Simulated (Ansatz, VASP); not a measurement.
# Cross-check of MoS2 between VASP and Ansatz, part 2 of 2

One calculation is typed for both programs; each brings its own data sets. How far apart do they land? The cell is taken from a series of runs on this material, whose earlier steps may have relaxed, scaled, displaced or heated it; both programs get it as it stands.

VASP 6.6.1 and Ansatz 0.2.0.

So far: Set-up; VASP: relaxation of cell and atoms, PBE; Ansatz: relaxation of cell and atoms, PBE.

## (4) Side by side

Known differences besides the potentials themselves: the cutoff is 420 eV in Ansatz and 500 eV in VASP; Ansatz adds a Pulay correction to the stress that steers its cell, VASP none. Total energies have different zeros and are not compared.

The two programs side by side:

```
                                         quantity  Ansatz    VASP  difference
                                      volume (Å³)  129.54  129.47     +0.06 %
edge a after relaxation, in the typed setting (Å)   3.185   3.185     +0.02 %
edge c after relaxation, in the typed setting (Å)  14.743  14.740     +0.02 %
```

## (5) Ansatz: zone-centre phonons, PBE

Second derivatives magnify differences that forces hide, and they need a tight electronic threshold.

The cell is taken from a series of runs on this material, whose earlier steps may have relaxed, scaled, displaced or heated it; both programs get it as it stands.

Input file input.yaml:

```yaml
crystal:
  lattice:
    - [3.1851153858, 0.0, 0.0]
    - [-1.5925576929, 2.7583908381, 0.0]
    - [0.0, 0.0, 14.744885435]
  atoms:
    - { symbol: Mo, position: [0.3333333333, 0.6666666667, 0.25] }
    - { symbol: Mo, position: [0.6666666667, 0.3333333333, 0.75] }
    - { symbol: S, position: [0.3333333333, 0.6666666667, 0.6440235005] }
    - { symbol: S, position: [0.6666666667, 0.3333333333, 0.1440235005] }
    - { symbol: S, position: [0.3333333333, 0.6666666667, 0.8559764995] }
    - { symbol: S, position: [0.6666666667, 0.3333333333, 0.3559764995] }
kpoints:
  mp_grid: { grid: [9, 9, 2] }
hamiltonian:
  xc: pbe
scf:
  occupations: { method: fixed }
output:
  eigenvalues: true
phonons:
  method: dfpt
```

Run with:

```console
$ ansatz run input.yaml --threads 8 --pin off --max-ram 14336MiB --backend cpu --events-out ev --progress --plain --runs-dir out
```

Numbers of over 12 decimals in the logs are rounded to 6 here.

Log:

```text
[...]
Crystal: 6 atoms, lattice volume = 129.546 Å³
Basis set: ecut = 420 eV, 2581 PW (Γ), exchange–correlation on 48×48×200 points (8 copies of the dense FFT grid, shifted against one another)
Bands: 32, of which v1, the nominal top of the filled ones, is band 26 counted from 1 (25 counted from 0)
Symmetry: 24 space group operations
k-points: 50 of 162 (irreducible under 2 space group operations, time reversal used)
[...]
ASR residual: 7.392e-5 → 0.000e0 eV/Å²; symmetrization residual: 1.066e-5 eV/Å²
  ASR residual per site (eV/Å²): 1.99e-5 1.99e-5 7.39e-5 7.39e-5 7.39e-5 7.39e-5
  Γ frequencies (cm⁻¹): 0.00 0.00 0.00 4.42 4.42 9.34 276.22 276.22 276.25 276.25 372.98 372.98 372.99 372.99 396.69 396.84 457.68 458.18
  non-analytic LO–TO correction: not included (Born effective charges unavailable; polar crystals: no LO–TO splitting at Γ)
[key lines of the parts left out:]
SCF converged after 9 iterations
Free energy (F): -13525.641139 eV
Fermi energy:    7.655222 eV
```

## (6) VASP: zone-centre phonons, PBE

The same cell, functional and mesh now go to VASP, with its own data sets.

Input file INCAR:

```
SYSTEM = MoS2
PREC = Accurate
ENCUT = 500
EDIFF = 1E-08
NELM = 120
ISMEAR = 0
SIGMA = 0.01
LREAL = .FALSE.
ALGO = Normal
GGA = PE
NBANDS = 32
LASPH = .TRUE.
LORBIT = 11
LWAVE = .FALSE.
LCHARG = .FALSE.
ISIF = 2
IBRION = 8
GGA_COMPAT = .FALSE.
EFERMI = MIDGAP
KPAR = 2
```

Input file POSCAR:

```
MoS2
1.0
    3.1851153858      0.0000000000      0.0000000000
   -1.5925576929      2.7583908381      0.0000000000
    0.0000000000      0.0000000000     14.7448854350
Mo S
2 4
Direct
    0.3333333333      0.6666666667      0.2500000000
    0.6666666667      0.3333333333      0.7500000000
    0.3333333333      0.6666666667      0.6440235005
    0.6666666667      0.3333333333      0.1440235005
    0.3333333333      0.6666666667      0.8559764995
    0.6666666667      0.3333333333      0.3559764995
```

Input file KPOINTS:

```
Automatic mesh
0
Gamma
9 9 2
0 0 0
```

The projector-augmented-wave data sets are Mo_sv and S (PBE family, release 64).

Run with:

```console
$ mpirun -np 2 vasp_std
```

Log:

```text
[... set-up lines as in an earlier step ...]
 entering main loop
       N       E                     dE             d eps       ncg     rms          rms(c)
DAV:   1     0.433563496213E+03    0.43356E+03   -0.28792E+04  1760   0.146E+03
DAV:   2    -0.242628941305E+02   -0.45783E+03   -0.44765E+03  1984   0.369E+02
DAV:   3    -0.461642312614E+02   -0.21901E+02   -0.21711E+02  1960   0.734E+01
DAV:   4    -0.467428534704E+02   -0.57862E+00   -0.57657E+00  1936   0.117E+01
[...]
DAV:  16    -0.437148231592E+02    0.19678E-06   -0.19402E-06  1960   0.758E-03    0.186E-03
DAV:  17    -0.437148232845E+02   -0.12523E-06   -0.12645E-07  1744   0.212E-03    0.234E-04
DAV:  18    -0.437148232778E+02    0.66220E-08   -0.25905E-09  1216   0.326E-04
   1 F= -.43714823E+02 E0= -.43714823E+02  d E =0.000000E+00
 Linear response reoptimize wavefunctions to high precision
DAV:   1    -0.437148232845E+02   -0.66902E-08   -0.15034E-09  1264   0.254E-04
DAV:   2    -0.437148232845E+02    0.18190E-11   -0.22762E-10  1040   0.849E-05
 Linear response DOF=           4
 Linear response progress:
[...]
RMM:  12    -0.933825694929E-01   -0.34014E-07   -0.63141E-09 10089   0.276E-05    0.474E-06
RMM:  13    -0.933825829436E-01   -0.13451E-07   -0.12523E-08  9649   0.238E-05    0.118E-06
RMM:  14    -0.933825868215E-01   -0.38779E-08   -0.16379E-08  8333   0.219E-05    0.424E-07
 first order change of Fermi-energy   0.13389E-03
 force on displaced ion       3 direction 1 :  -9.401  -0.000  -0.000
 Linear response progress:
  Degree of freedom:   4/  4
       N       E                     dE             d eps       ncg     rms          rms(c)
RMM:   1    -0.169755901718E+00   -0.16976E+00   -0.13624E-01  3737   0.138E+00
RMM:   2    -0.150149094708E+00    0.19607E-01   -0.16211E-02  2467   0.456E-01    0.339E-01
RMM:   3    -0.150299360529E+00   -0.15027E-03   -0.14272E-03  2486   0.129E-01    0.232E-01
RMM:   4    -0.150498775928E+00   -0.19942E-03   -0.25005E-04  2452   0.722E-02    0.377E-02
[...]
RMM:  16    -0.150556485232E+00    0.13140E-07    0.11575E-07  2776   0.269E-05    0.281E-06
RMM:  17    -0.150556469771E+00    0.15462E-07   -0.12651E-07  2508   0.244E-05    0.656E-07
RMM:  18    -0.150556475178E+00   -0.54070E-08    0.54836E-08  2130   0.228E-05    0.217E-07
 first order change of Fermi-energy   0.40881E+00
 force on displaced ion       3 direction 3 :   0.000   0.000 -16.696
 Linear response finished
```

Parts of OUTCAR (step 6):

```text
  Total       -0.0760718     -0.0760718     -0.1118440      0.0000000      0.0000000      0.0000000
  in kB       -0.9408312     -0.9408312     -1.3832511      0.0000000      0.0000000      0.0000000
  external PRESSURE =      -1.0883045 kB  Pullay stress =       0.0000000 kB

 POSITION                                       TOTAL-FORCE (eV/Angst)
[...]
1.59256      0.91946     11.05866        -0.000000     -0.000000      0.000000
     -0.00000      1.83893      9.49605         0.000000      0.000000      0.011885
      1.59256      0.91946      2.12361        -0.000000     -0.000000      0.011885
     -0.00000      1.83893     12.62128        -0.000000      0.000000     -0.011885
      1.59256      0.91946      5.24883        -0.000000      0.000000     -0.011885
 -----------------------------------------------------------------------------------
    total drift:                               -0.000000      0.000000     -0.000000

[... 1 part as in an earlier step ...]

[... 1 further part left out ...]
```

## (7) Comparison

What differs besides the data sets and the points named for the pairs above, as far as they apply: fixed occupations in Ansatz, narrow Gaussian smearing in VASP. Total energies have different zeros and are not compared.

Compared:

```
                                                   quantity  Ansatz   VASP  difference
optical mode 1 to 2 (imaginary, printed as negative) (cm⁻¹)     4.4   -5.4        +9.8
                                      optical mode 3 (cm⁻¹)     9.3    4.9        +4.5
                                 optical mode 4 to 7 (cm⁻¹)   276.2  276.0     +0.07 %
                                 optical mode 8 to 9 (cm⁻¹)   373.0  372.4     +0.15 %
                               optical mode 10 to 11 (cm⁻¹)   373.0  372.6     +0.11 %
                                     optical mode 12 (cm⁻¹)   396.7  395.9     +0.20 %
                                     optical mode 13 (cm⁻¹)   396.8  398.2     -0.34 %
                                     optical mode 14 (cm⁻¹)   457.7  457.2     +0.11 %
                                     optical mode 15 (cm⁻¹)   458.2  457.7     +0.10 %
```

Modes are paired by rising frequency, not by their patterns, so a pair may set unlike modes beside each other; they are those without the splitting of longitudinal modes.

## (8) What came out

| Item | Value |
| --- | --- |
| difference in volume (relaxation of cell and atoms, PBE) | 0.058 % |
| r.m.s. difference of the optical zone-centre modes, each program's sorted by frequency (zone-centre phonons, PBE) | 3.8 cm⁻¹ |

The difference in volume is 0.058 % (relaxation of cell and atoms, PBE), within the 1.2 % picked in this series as the mark of a large difference, as far as the stopping tolerances let one tell. How closely two codes agree says nothing of how well the functional describes the real material.

[Lines on the potential files, build, host, timing and source positions are cut from VASP's logs without a mark.]

[Logs are printed without paths, hosts, clocks, repeated set-up lines and the standing remarks that a program may print on its own settings, such as how far it seeks lower states.]

[Hosts, paths, dates, database ids (printed as entryN), source tags and the programs' standing remarks are cut or masked in the printed files.]
